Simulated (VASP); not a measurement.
Level of theory: PBE GGA, VASP's PBE PAW potentials (set 64) (plane waves; VASP).

VASP ran on this input.

File POSCAR:
```
CuI
1.0
  0.0000000000   3.0392737308   3.0392737308
  3.0392737308   0.0000000000   3.0392737308
  3.0392737308   3.0392737308   0.0000000000
Cu I
1 1
Direct
  0.0000000000   0.0000000000   1.0000000000
  0.2500000000   0.2500000000   0.2500000000
```

**INCAR**
```
# general
SYSTEM  = CuI
PREC    = Accurate
ENCUT   = 350
LREAL   = .FALSE.
LASPH   = .TRUE.

# electronic loop
EDIFF   = 1E-6
NELM    = 100
ALGO    = Normal
LMAXMIX = 4

# smearing
ISMEAR  = 0
SIGMA   = 0.05

# functional
GGA     = PE

# output
LWAVE   = .FALSE.
LCHARG  = .TRUE.
```

### KPOINTS
```
Regular mesh
0
Gamma
 7 7 7
```

POTCAR, in this order: Cu I (PBE.64 set). Program: vasp_std.

The run wrote:

OSZICAR:
```
       N       E                     dE             d eps       ncg     rms          rms(c)
DAV:   1     0.913187379213E+02    0.91319E+02   -0.62939E+03   520   0.106E+03
DAV:   2     0.105370267766E+00   -0.91213E+02   -0.84773E+02   520   0.234E+02
DAV:   3    -0.558625927215E+01   -0.56916E+01   -0.56197E+01   710   0.686E+01
DAV:   4    -0.576949532545E+01   -0.18324E+00   -0.18314E+00   632   0.115E+01
DAV:   5    -0.577636787259E+01   -0.68725E-02   -0.68724E-02   759   0.232E+00    0.518E+00
DAV:   6    -0.570177485963E+01    0.74593E-01   -0.33886E+00   546   0.516E+01    0.337E+00
DAV:   7    -0.556544487201E+01    0.13633E+00   -0.76273E-01   555   0.306E+01    0.169E+00
DAV:   8    -0.556842579731E+01   -0.29809E-02   -0.48076E-02   770   0.357E+00    0.469E-01
DAV:   9    -0.556550156471E+01    0.29242E-02   -0.13839E-02   646   0.365E+00    0.149E-01
DAV:  10    -0.556568946463E+01   -0.18790E-03   -0.79905E-04   638   0.210E-01    0.473E-02
DAV:  11    -0.556570561061E+01   -0.16146E-04   -0.33188E-04   635   0.556E-01    0.375E-02
DAV:  12    -0.556570124843E+01    0.43622E-05   -0.26465E-05   820   0.116E-01    0.289E-02
DAV:  13    -0.556569856446E+01    0.26840E-05   -0.85155E-06   758   0.862E-02    0.753E-03
DAV:  14    -0.556569913936E+01   -0.57490E-06   -0.46765E-06   749   0.475E-02
   1 F= -.55656991E+01 E0= -.55656991E+01  d E =-.188223E-12
```

OUTCAR:
```
------------------------ aborting loop because EDIFF is reached ----------------------------------------
  FORCE on cell =-STRESS in cart. coord.  units (eV):
  Direction    XX          YY          ZZ          XY          YZ          ZX
  --------------------------------------------------------------------------------------
  Total       -0.0081473     -0.0081473     -0.0081473      0.0000000      0.0000000      0.0000000
  in kB       -0.2324784     -0.2324784     -0.2324784      0.0000000      0.0000000      0.0000000
  external PRESSURE =      -0.2324784 kB  Pullay stress =       0.0000000 kB
  volume of cell :       56.15
      direct lattice vectors                 reciprocal lattice vectors
     0.000000000  3.039273731  3.039273731    -0.164512987  0.164512987  0.164512987
     3.039273731  0.000000000  3.039273731     0.164512987 -0.164512987  0.164512987
     3.039273731  3.039273731  0.000000000     0.164512987  0.164512987 -0.164512987
  FREE ENERGIE OF THE ION-ELECTRON SYSTEM (eV)
  ---------------------------------------------------
  free  energy   TOTEN  =        -5.5656991394 eV

  energy  without entropy=       -5.5656991394  energy(sigma->0) =       -5.56569914
```
(Selected blocks of OUTCAR.)

### OUTCAR
```
 val. band max:        4.3513220515   @ k =   0.0000   0.0000   0.0000

 cond. band min:       5.4688295463   @ k =   0.0000   0.0000   0.0000


 Fermi energy:         4.5804166564

 k-point     1 :       0.0000    0.0000    0.0000
  band No.  band energies     occupation
      1      -9.6226      2.00000
      2       0.7451      2.00000
      3       0.7451      2.00000
      4       0.7451      2.00000
      5       2.5328      2.00000
      6       2.5328      2.00000
      7       4.3513      2.00000
      8       4.3513      2.00000
      9       4.3513      2.00000
     10       5.4688      0.00000
     11       9.2262      0.00000
     12       9.2262      0.00000
     13       9.2262      0.00000

 k-point     2 :       0.1429    0.0000    0.0000
  band No.  band energies     occupation
      1      -9.5308      2.00000
      2       0.3652      2.00000
      3       0.7518      2.00000
      4       0.7518      2.00000
      5       2.5256      2.00000
      6       2.5256      2.00000
      7       3.6337      2.00000
      8       4.2069      2.00000
      9       4.2069      2.00000
     10       6.2700      0.00000
     11       9.1538      0.00000
     12       9.4948      0.00000
     13       9.4948      0.00000

 k-point     3 :       0.2857    0.0000    0.0000
  band No.  band energies     occupation
      1      -9.3090      2.00000
      2      -0.4621      2.00000
      3       0.7623      2.00000
      4       0.7623      2.00000
      5       2.5273      2.00000
      6       2.5274      2.00000
      7       2.9669      2.00000
      8       3.9133      2.00000
      9       3.9133      2.00000
     10       6.6121      0.00000
     11       9.8135      0.00000
     12       9.8135      0.00000
     13      10.1886      0.00000

 k-point     4 :       0.4286    0.0000    0.0000
  band No.  band energies     occupation
      1      -9.1123      2.00000
      2      -1.0965      2.00000
      3       0.7656      2.00000
...
```

Unless said otherwise, spin-orbit coupling is left out, though it shifts the bands of the heavy elements here.

The compound is CuI in the zinc blende structure. It was relaxed first.
